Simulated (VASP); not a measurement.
Data:

```xyz
1
Lattice="0.0000 2.6762 2.6762 2.6762 0.0000 2.6762 2.6762 2.6762 0.0000" Properties=species:S:1:pos:R:3 pbc="T T T"
Ca     0.0000     0.0000     0.0000
```

Calculation: optB86b-vdW, VASP's PBE PAW potentials (set 64) (plane waves; VASP). Settings: 520 eV cut-off, 12×12×12 Γ-centred mesh, first-order Methfessel-Paxton smearing of 0.10 eV, potentials Ca_sv.

Task: Estimate the energy per atom (σ→0), pressure, band gap (on the k-mesh) with the smallest direct gap where there is one.

Result: 
```
Item                                                         Value
------------------------  ----------------------------------------
band gap (on the k-mesh)  none (metal, semimetal or under 0.01 eV)
energy per atom (σ→0)                                0.465 eV/atom
pressure                                                  1.14 GPa
```

The compound is Ca in the fcc structure. This cell is one point of a volume scan, at 0.94 of the reference volume.
